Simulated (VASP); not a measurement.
```yaml
crystal:
  lattice:
    - [3.94820, 0.00000, 0.00000]
    - [0.00000, 3.94820, 0.00000]
    - [0.00000, 0.00000, 3.95791]
  atoms:
    - { symbol: Pd, position: [0.00000, 0.00000, 0.00000] }
    - { symbol: Pd, position: [0.50000, 0.50000, 0.00000] }
    - { symbol: Ag, position: [0.50000, 0.00000, 0.50000] }
    - { symbol: Ag, position: [0.00000, 0.50000, 0.50000] }
```

Method: PBEsol GGA, VASP's PBE PAW potentials (set 64) (plane waves; VASP). Numerical set-up: 400 eV cut-off, 9×9×9 Γ-centred mesh, tetrahedra with Blöchl corrections, potentials Pd Ag.

Question: Tabulate the total density of states (states/eV per cell) against energy (eV; zero at the valence-band maximum or, without a gap, the Fermi level).

Answer: 
```json
[
 {"E (eV)": "-9.38", "DOS (states/eV)": "0.00"},
 {"E (eV)": "-9.09", "DOS (states/eV)": "0.00"},
 {"E (eV)": "-8.70", "DOS (states/eV)": "0.00"},
 {"E (eV)": "-8.41", "DOS (states/eV)": "0.00"},
 {"E (eV)": "-8.02", "DOS (states/eV)": "0.00"},
 {"E (eV)": "-7.73", "DOS (states/eV)": "0.00"},
 {"E (eV)": "-7.44", "DOS (states/eV)": "0.00"},
 {"E (eV)": "-7.05", "DOS (states/eV)": "0.18"},
 {"E (eV)": "-6.76", "DOS (states/eV)": "0.30"},
 {"E (eV)": "-6.47", "DOS (states/eV)": "0.41"},
 {"E (eV)": "-6.08", "DOS (states/eV)": "0.83"},
 {"E (eV)": "-5.79", "DOS (states/eV)": "2.91"},
 {"E (eV)": "-5.40", "DOS (states/eV)": "10.7"},
 {"E (eV)": "-5.11", "DOS (states/eV)": "9.49"},
 {"E (eV)": "-4.82", "DOS (states/eV)": "7.98"},
 {"E (eV)": "-4.43", "DOS (states/eV)": "6.44"},
 {"E (eV)": "-4.13", "DOS (states/eV)": "8.34"},
 {"E (eV)": "-3.75", "DOS (states/eV)": "10.7"},
 {"E (eV)": "-3.46", "DOS (states/eV)": "6.44"},
 {"E (eV)": "-3.16", "DOS (states/eV)": "5.52"},
 {"E (eV)": "-2.77", "DOS (states/eV)": "7.44"},
 {"E (eV)": "-2.48", "DOS (states/eV)": "6.30"},
 {"E (eV)": "-2.19", "DOS (states/eV)": "6.68"},
 {"E (eV)": "-1.80", "DOS (states/eV)": "5.45"},
 {"E (eV)": "-1.51", "DOS (states/eV)": "7.98"},
 {"E (eV)": "-1.12", "DOS (states/eV)": "5.98"},
 {"E (eV)": "-0.83", "DOS (states/eV)": "6.81"},
 {"E (eV)": "-0.54", "DOS (states/eV)": "9.44"},
 {"E (eV)": "-0.15", "DOS (states/eV)": "2.21"},
 {"E (eV)": "0.14", "DOS (states/eV)": "1.37"},
 {"E (eV)": "0.53", "DOS (states/eV)": "1.14"},
 {"E (eV)": "0.82", "DOS (states/eV)": "1.22"},
 {"E (eV)": "1.11", "DOS (states/eV)": "1.08"},
 {"E (eV)": "1.50", "DOS (states/eV)": "0.82"},
 {"E (eV)": "1.79", "DOS (states/eV)": "0.74"},
 {"E (eV)": "2.08", "DOS (states/eV)": "0.87"},
 {"E (eV)": "2.47", "DOS (states/eV)": "1.24"},
 {"E (eV)": "2.76", "DOS (states/eV)": "1.10"},
 {"E (eV)": "3.15", "DOS (states/eV)": "1.10"},
 {"E (eV)": "3.44", "DOS (states/eV)": "1.09"}
]
```
Within 2 eV below the Fermi level the largest weight inside VASP's projection spheres is Pd d, then Ag d.

The structure was generated: Ag2Pd2 was put into an ordered model structure (P4/mmm), which need not be its known phase. It was relaxed first.
